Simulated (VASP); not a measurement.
Here is the system:

```yaml
crystal:
  lattice:
    - [4.68608, 0.00000, 0.00000]
    - [0.00000, 4.68608, 0.00000]
    - [0.00000, 0.00000, 4.68608]
  atoms:
    - { symbol: Si, position: [0.15810, 0.34190, 0.65810] }
    - { symbol: Si, position: [0.34190, 0.65810, 0.15810] }
    - { symbol: Si, position: [0.65810, 0.15810, 0.34190] }
    - { symbol: Si, position: [0.84190, 0.84190, 0.84190] }
    - { symbol: Rh, position: [0.84671, 0.65329, 0.34671] }
    - { symbol: Rh, position: [0.65329, 0.34671, 0.84671] }
    - { symbol: Rh, position: [0.34671, 0.84671, 0.65329] }
    - { symbol: Rh, position: [0.15329, 0.15329, 0.15329] }
```

Method: PBEsol GGA, VASP's PBE PAW potentials (set 64) (plane waves; VASP 6.6.1). Settings: 300 eV cut-off, 6×6×6 Γ-centred mesh, Fermi-Dirac smearing of 0.10 eV, potentials Si Rh_pv.

Q: Give the energies of bands 29 to 42 at the high-symmetry points, in eV from the Fermi level.

A: 
```tsv
band	Γ	X	M	R	X1
29	-2.91	-2.93	-2.85	-2.31	-2.93
30	-2.91	-2.93	-2.85	-2.31	-2.93
31	-2.91	-2.80	-2.78	-2.31	-2.80
32	-1.51	-2.80	-2.78	-2.31	-2.80
33	-1.51	-1.92	-2.23	-2.06	-1.92
34	-1.50	-1.92	-2.23	-2.06	-1.92
35	-1.50	-1.18	-1.78	-2.06	-1.18
36	-1.50	-1.18	-1.78	-2.06	-1.18
37	-0.02	-0.79	-0.08	-0.54	-0.79
38	-0.02	-0.79	-0.08	-0.54	-0.79
39	-0.02	1.42	0.56	-0.54	1.42
40	2.23	1.42	0.56	-0.54	1.42
41	2.23	1.72	2.23	4.12	1.72
42	2.23	1.72	2.23	4.12	1.72
```

It has no gap at this level: it comes out as a metal or semimetal.

The structure comes from a computed database's SiRh entry (P2_13); how it stands against other phases isn't given here. The cell was not relaxed at this level.
